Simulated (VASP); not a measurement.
## MgHOF: single point with PBE

Crystal: MgHOF.

```
CELL_PARAMETERS angstrom
5.79875 -0.38808 0.92575
-0.67037 5.09753 1.04197
0.86726 0.57415 5.61065
ATOMIC_POSITIONS crystal
Mg 0.89058 0.17630 0.95863
Mg 0.18835 0.37849 0.36280
Mg 0.89555 0.75185 0.69853
Mg 0.32566 0.96632 0.99628
O 0.67010 0.55126 0.35491
O 0.68518 0.30577 0.64357
O 0.80841 0.14496 0.41663
O 0.46697 0.72914 0.34218
H 0.05696 0.01492 0.32247
H 0.26233 0.01384 0.37138
H 0.16242 0.52456 0.64907
H 0.44260 0.64031 0.78848
F 0.98468 0.54427 0.09987
F 0.49257 0.12836 0.31117
F 0.53518 0.82778 0.68467
F 0.54065 0.41739 0.98080
```

The cell was built by a generator and needn't be a form met in nature.

```
Program             : VASP 6.6.1
Task                : single point
Functional          : PBE
Potentials or basis : VASP PAW PBE potentials, release 64 (Mg, O, H, F)
Cutoff              : 520 eV
k mesh              : 3 × 3 × 3
Occupations         : fermi-dirac, width 0.05 eV
Spin                : no spin polarisation
```

```
Pressure               : 6.4 GPa
Largest force          : 5.145 eV/Å
Band gap on the k mesh : none (metal or under the smearing width)
```

Forces in eV/Å, atoms in the order of the input:
```
Mg  -1.034  1.168  1.374
Mg   0.072  0.474 -0.113
Mg  -0.931 -0.681 -0.106
Mg   0.962  0.491 -0.569
O   -3.586  3.633  0.128
O    1.222 -2.838 -0.801
O    4.441  1.201  2.303
O    1.501 -4.016 -2.469
H    1.081 -0.328 -0.175
H    0.934  0.195 -0.373
H   -1.069 -0.258  0.343
H    0.172 -0.988 -0.050
F    3.091  1.465 -2.218
F   -4.055 -0.475  1.806
F   -1.827 -1.361  2.891
F   -0.974  2.320 -1.971
```

Stress tensor (GPa, compression positive):
```
-6.17  0.49 -4.30
 0.49 18.32 -6.57
-4.30 -6.57  7.00
```

Levels at points of the mesh, in eV from the Fermi level:
```csv
k point,band 30,band 31,band 32,band 33,band 34,band 35
"(0.00, 0.00, 0.00)",-1.31,-0.82,-0.37,0.29,0.61,1.60
```

It took 63 s on 1 thread of Intel(R) Xeon(R) 6975P-C (Granite Rapids), with other jobs on the host, peak memory 0.3 GiB.

Caveat: the k mesh is coarse (spacing up to 0.43 Å⁻¹), so the values aren't converged.
